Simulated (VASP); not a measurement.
Energy against volume of AuZn (CsCl type). These are vdW-DF2, VASP's PBE PAW potentials (set 64) (plane waves; VASP) values and carry that method's errors. Numerical set-up: 520 eV cut-off, 11×11×11 Γ-centred mesh, first-order Methfessel-Paxton smearing of 0.10 eV, potentials Zn Au.

| V (Å³/atom) | E (eV/atom) |
|---|---|
| 17.255 | 1.01135 |
| 17.806 | 0.99737 |
| 18.357 | 0.99249 |
| 18.908 | 0.99465 |

Fit these four points and predict the energy of the run at 19.458 Å³/atom.

A cubic in V^(−2/3), the third-order Birch-Murnaghan form, passes through the four points with V0 = 18.44 Å³/atom and B0 = 65 GPa, and gives 1.0022 eV/atom there. The run gave 1.0024 eV/atom, +0.3 meV/atom from the fit; all five points give B0 = 67 GPa.

The compound is AuZn in the CsCl type structure. It was relaxed first, which changed the volume by +18 %.
